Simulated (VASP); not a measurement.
Method: PBEsol GGA, VASP's PBE PAW potentials (set 64) (plane waves; VASP).

VASP input:

File POSCAR:
```
VGe
1.0
  3.3789210000   0.0000000000   0.0000000000
 -1.6894600000   2.9262310000   0.0000000000
  0.0000000000   0.0000000000   3.2976590000
V Ge
1 1
Cartesian
  0.0000000000   0.0000000000   0.0000000000
  1.6894623561   0.9754093579   1.6488295000
```

### INCAR
```
LREAL = F   ! projection in real space or not
ALGO = Normal   ! blocked Davidson
GGA = PS
EDIFF = 1E-6   ! SCF stop (eV)
NELM = 100   ! most electronic steps
LASPH = T
ISIF = 3   ! ions, shape and volume
MAGMOM = 2.0 0.0
SYSTEM = VGe
LORBIT = 10
ENCUT = 400   ! plane-wave cut-off (eV)
ISPIN = 2   ! spin-polarised
LCHARG = F
LMAXMIX = 4   ! l cut-off of mixed one-centre charges
SIGMA = 0.1
PREC = Accurate
ISMEAR = 1   ! Methfessel-Paxton
NSW = 60   ! most ionic steps
IBRION = 2
LWAVE = F
EDIFFG = -0.01
```

**KPOINTS**
```
Automatic mesh
0
Gamma
11 11 10
0 0 0
```

POTCAR, in this order: V_sv Ge_d (PBE.64 set). Program: vasp_std.

Output

File OSZICAR:
```
...
DAV:   5    -0.148775757195E+02    0.51732E-01   -0.45347E-01  7236   0.795E+00    0.117E+00
DAV:   6    -0.148646099084E+02    0.12966E-01   -0.44058E-02  7196   0.229E+00    0.252E-01
DAV:   7    -0.148646128676E+02   -0.29592E-05   -0.21153E-03  7500   0.502E-01    0.717E-02
DAV:   8    -0.148646004284E+02    0.12439E-04   -0.93859E-05  7860   0.126E-01    0.226E-02
DAV:   9    -0.148645984973E+02    0.19311E-05   -0.11534E-05  8800   0.540E-02    0.349E-03
DAV:  10    -0.148645983350E+02    0.16232E-06   -0.55005E-07  3736   0.107E-02
   5 F= -.14864598E+02 E0= -.14864538E+02  d E =-.264212E+00  mag=    -0.0000
       N       E                     dE             d eps       ncg     rms          rms(c)
DAV:   1    -0.162086184793E+02   -0.13440E+01   -0.31982E+01  7688   0.884E+01    0.979E+00
DAV:   2    -0.153181748974E+02    0.89044E+00   -0.65530E+00  7336   0.285E+01    0.512E+00
DAV:   3    -0.150089525745E+02    0.30922E+00   -0.11545E+00  7376   0.121E+01    0.224E+00
DAV:   4    -0.149093897837E+02    0.99563E-01   -0.17239E-01 10108   0.509E+00    0.564E-01
DAV:   5    -0.149043674522E+02    0.50223E-02   -0.18074E-02  9096   0.198E+00    0.289E-01
DAV:   6    -0.149038286890E+02    0.53876E-03   -0.30435E-03  7744   0.598E-01    0.934E-02
DAV:   7    -0.149038197538E+02    0.89352E-05   -0.22884E-04  7204   0.163E-01    0.320E-02
DAV:   8    -0.149038137151E+02    0.60388E-05   -0.30059E-05  7420   0.616E-02    0.975E-03
DAV:   9    -0.149038132894E+02    0.42562E-06   -0.19182E-06  4592   0.247E-02
   6 F= -.14903813E+02 E0= -.14903821E+02  d E =-.303427E+00  mag=     0.0000
       N       E                     dE             d eps       ncg     rms          rms(c)
DAV:   1    -0.152810927765E+02   -0.37728E+00   -0.78412E+00  7376   0.412E+01    0.452E+00
DAV:   2    -0.150644429609E+02    0.21665E+00   -0.82506E-01  7240   0.109E+01    0.202E+00
DAV:   3    -0.150033359470E+02    0.61107E-01   -0.20934E-01  7548   0.491E+00    0.132E+00
DAV:   4    -0.149757292645E+02    0.27607E-01   -0.57954E-02  7704   0.268E+00    0.304E-01
DAV:   5    -0.149749324501E+02    0.79681E-03   -0.33292E-03  7820   0.809E-01    0.113E-01
DAV:   6    -0.149748487625E+02    0.83688E-04   -0.26970E-04  8132   0.191E-01    0.302E-02
DAV:   7    -0.149748447474E+02    0.40151E-05   -0.28185E-05  8020   0.567E-02    0.845E-03
DAV:   8    -0.149748445499E+02    0.19746E-06   -0.15863E-06  4880   0.164E-02
   7 F= -.14974845E+02 E0= -.14974446E+02  d E =-.710313E-01  mag=    -0.0000
       N       E                     dE             d eps       ncg     rms          rms(c)
DAV:   1    -0.156907493072E+02   -0.71590E+00   -0.17201E+01  7348   0.603E+01    0.650E+00
DAV:   2    -0.152101955649E+02    0.48055E+00   -0.18674E+00  7340   0.161E+01    0.298E+00
DAV:   3    -0.150726194025E+02    0.13758E+00   -0.52006E-01  7624   0.718E+00    0.195E+00
DAV:   4    -0.150096074832E+02    0.63012E-01   -0.13447E-01  7540   0.389E+00    0.448E-01
DAV:   5    -0.150078911273E+02    0.17164E-02   -0.76786E-03  7800   0.118E+00    0.160E-01
DAV:   6    -0.150077030307E+02    0.18810E-03   -0.62010E-04  8040   0.280E-01    0.461E-02
DAV:   7    -0.150076935664E+02    0.94643E-05   -0.66389E-05  8192   0.907E-02    0.123E-02
DAV:   8    -0.150076930872E+02    0.47916E-06   -0.38819E-06  6360   0.260E-02
   8 F= -.15007693E+02 E0= -.15007412E+02  d E =-.103880E+00  mag=     0.0000
       N       E                     dE             d eps       ncg     rms          rms(c)
DAV:   1    -0.150222380301E+02   -0.14544E-01   -0.33998E-01  7324   0.827E+00    0.905E-01
DAV:   2    -0.150126316879E+02    0.96063E-02   -0.28699E-02  7266   0.217E+00    0.414E-01
DAV:   3    -0.150100486404E+02    0.25830E-02   -0.87631E-03  8016   0.102E+00    0.273E-01
DAV:   4    -0.150088726981E+02    0.11759E-02   -0.29206E-03  7966   0.629E-01    0.702E-02
DAV:   5    -0.150088393677E+02    0.33330E-04   -0.20390E-04  8056   0.195E-01    0.178E-02
DAV:   6    -0.150088376675E+02    0.17002E-05   -0.74113E-06  8642   0.299E-02    0.651E-03
DAV:   7    -0.150088376277E+02    0.39853E-07   -0.79344E-07  3792   0.101E-02
   9 F= -.15008838E+02 E0= -.15008537E+02  d E =-.105024E+00  mag=    -0.0000
       N       E                     dE             d eps       ncg     rms          rms(c)
DAV:   1    -0.150522037500E+02   -0.43366E-01   -0.78583E-01  7870   0.139E+01    0.166E+00
DAV:   2    -0.150267659640E+02    0.25438E-01   -0.18046E-01  7392   0.478E+00    0.815E-01
DAV:   3    -0.150181363950E+02    0.86296E-02   -0.37929E-02  7476   0.206E+00    0.370E-01
DAV:   4    -0.150154850424E+02    0.26514E-02   -0.57017E-03  8378   0.915E-01    0.130E-01
DAV:   5    -0.150153038691E+02    0.18117E-03   -0.53335E-04  8416   0.343E-01    0.251E-02
DAV:   6    -0.150153012621E+02    0.26071E-05   -0.37289E-05  8502   0.707E-02    0.147E-02
DAV:   7    -0.150153007773E+02    0.48476E-06   -0.25491E-06  5898   0.173E-02
  10 F= -.15015301E+02 E0= -.15015081E+02  d E =-.646315E-02  mag=    -0.0000
       N       E                     dE             d eps       ncg     rms          rms(c)
DAV:   1    -0.151226625661E+02   -0.10736E+00   -0.21918E+00  7848   0.232E+01    0.275E+00
DAV:   2    -0.150530537956E+02    0.69609E-01   -0.52425E-01  7380   0.806E+00    0.139E+00
DAV:   3    -0.150277324038E+02    0.25321E-01   -0.11054E-01  7416   0.351E+00    0.616E-01
DAV:   4    -0.150202901897E+02    0.74422E-02   -0.15952E-02  8500   0.157E+00    0.202E-01
DAV:   5    -0.150198314797E+02    0.45871E-03   -0.14902E-03  8124   0.590E-01    0.453E-02
DAV:   6    -0.150198181685E+02    0.13311E-04   -0.14093E-04  8620   0.136E-01    0.247E-02
DAV:   7    -0.150198169337E+02    0.12348E-05   -0.95201E-06  7188   0.329E-02    0.570E-03
DAV:   8    -0.150198167699E+02    0.16381E-06   -0.65113E-07  3664   0.129E-02
  11 F= -.15019817E+02 E0= -.15019657E+02  d E =-.109791E-01  mag=     0.0000
       N       E                     dE             d eps       ncg     rms          rms(c)
DAV:   1    -0.150204744937E+02   -0.65756E-03   -0.13424E-02  7792   0.180E+00    0.216E-01
DAV:   2    -0.150200374722E+02    0.43702E-03   -0.30626E-03  7356   0.613E-01    0.108E-01
DAV:   3    -0.150198902234E+02    0.14725E-03   -0.64434E-04  7428   0.265E-01    0.491E-02
DAV:   4    -0.150198448677E+02    0.45356E-04   -0.10448E-04  8208   0.121E-01    0.172E-02
DAV:   5    -0.150198417030E+02    0.31647E-05   -0.96214E-06  7824   0.475E-02    0.314E-03
DAV:   6    -0.150198416942E+02    0.87775E-08   -0.60222E-07  3588   0.107E-02
  12 F= -.15019842E+02 E0= -.15019667E+02  d E =-.110041E-01  mag=    -0.0000
       N       E                     dE             d eps       ncg     rms          rms(c)
DAV:   1    -0.150243274768E+02   -0.44858E-02   -0.80045E-02  7812   0.443E+00    0.544E-01
DAV:   2    -0.150218180754E+02    0.25094E-02   -0.18242E-02  7284   0.151E+00    0.249E-01
DAV:   3    -0.150208767887E+02    0.94129E-03   -0.40096E-03  7444   0.652E-01    0.132E-01
DAV:   4    -0.150205553777E+02    0.32141E-03   -0.72825E-04  7716   0.340E-01    0.393E-02
DAV:   5    -0.150205415141E+02    0.13864E-04   -0.55756E-05  7756   0.123E-01    0.108E-02
DAV:   6    -0.150205405684E+02    0.94566E-06   -0.38187E-06  6836   0.256E-02
  13 F= -.15020541E+02 E0= -.15020393E+02  d E =-.698874E-03  mag=     0.0000
       N       E                     dE             d eps       ncg     rms          rms(c)
DAV:   1    -0.150247410845E+02   -0.41996E-02   -0.83695E-02  7804   0.452E+00    0.556E-01
DAV:   2    -0.150221177237E+02    0.26234E-02   -0.19167E-02  7296   0.154E+00    0.255E-01
DAV:   3    -0.150211250079E+02    0.99272E-03   -0.42508E-03  7460   0.667E-01    0.135E-01
DAV:   4    -0.150207873823E+02    0.33763E-03   -0.76581E-04  7708   0.347E-01    0.402E-02
DAV:   5    -0.150207728777E+02    0.14505E-04   -0.58866E-05  7760   0.127E-01    0.109E-02
DAV:   6    -0.150207719025E+02    0.97520E-06   -0.40465E-06  7008   0.265E-02
  14 F= -.15020772E+02 E0= -.15020633E+02  d E =-.930208E-03  mag=    -0.0000
```

**OUTCAR**
```
------------------------ aborting loop because EDIFF is reached ----------------------------------------
  FORCE on cell =-STRESS in cart. coord.  units (eV):
  Direction    XX          YY          ZZ          XY          YZ          ZX
  --------------------------------------------------------------------------------------
  Total        0.0132079      0.0132079     -0.0031982      0.0000000      0.0000000     -0.0000000
  in kB        0.7554021      0.7554019     -0.1829172      0.0000001      0.0000000     -0.0000000
  external PRESSURE =       0.4426289 kB  Pullay stress =       0.0000000 kB
  volume of cell :       28.01
      direct lattice vectors                 reciprocal lattice vectors
     2.878759617 -0.000000085  0.000000000     0.347371837  0.200555190 -0.000000000
    -1.439379456  2.493078767  0.000000000     0.000000012  0.401110479  0.000000000
     0.000000000 -0.000000000  3.903222155    -0.000000000 -0.000000000  0.256198587
 POSITION                                       TOTAL-FORCE (eV/Angst)
 -----------------------------------------------------------------------------------
     -0.00000      0.00000      0.00000         0.000000      0.000000     -0.000000
      1.43938      0.83103      1.95161        -0.000000     -0.000000      0.000000
 -----------------------------------------------------------------------------------
    total drift:                               -0.000638      0.000368      0.000000
  FREE ENERGIE OF THE ION-ELECTRON SYSTEM (eV)
  ---------------------------------------------------
  free  energy   TOTEN  =       -15.0207719025 eV

  energy  without entropy=      -15.0203565495  energy(sigma->0) =      -15.02063345

 total charge

# of ion       s       p       d       tot
------------------------------------------
    1        2.249   6.214   3.126  11.589
    2        1.151   1.282  10.084  12.517
--------------------------------------------------
tot          3.400   7.496  13.210  24.106

 magnetization (x)

# of ion       s       p       d       tot
------------------------------------------
    1       -0.000   0.000   0.000   0.000
    2        0.000   0.000  -0.000  -0.000
--------------------------------------------------
tot         -0.000   0.000   0.000   0.000

 reached required accuracy - stopping structural energy minimisation
```
(Selected blocks of OUTCAR.)

File CONTCAR:
```
VGe
   1.00000000000000
     2.8787596174395396   -0.0000000850273957    0.0000000000000000
    -1.4393794563676408    2.4930787665989431    0.0000000000000000
     0.0000000000000000   -0.0000000000000000    3.9032221552406630
  V               Ge
     1     1
Direct
     0.0000000000000000    0.0000000000000000    0.0000000000000000
     0.6666669999999968    0.3333330000000032    0.5000000000000000
```

Energy and stress use the plane-wave basis of the starting cell.

The structure was generated: VGe was put into the WC type (P-6m2), which need not be its known phase. This run relaxes it. Symmetry was kept, so distortions that lower it aren't found.
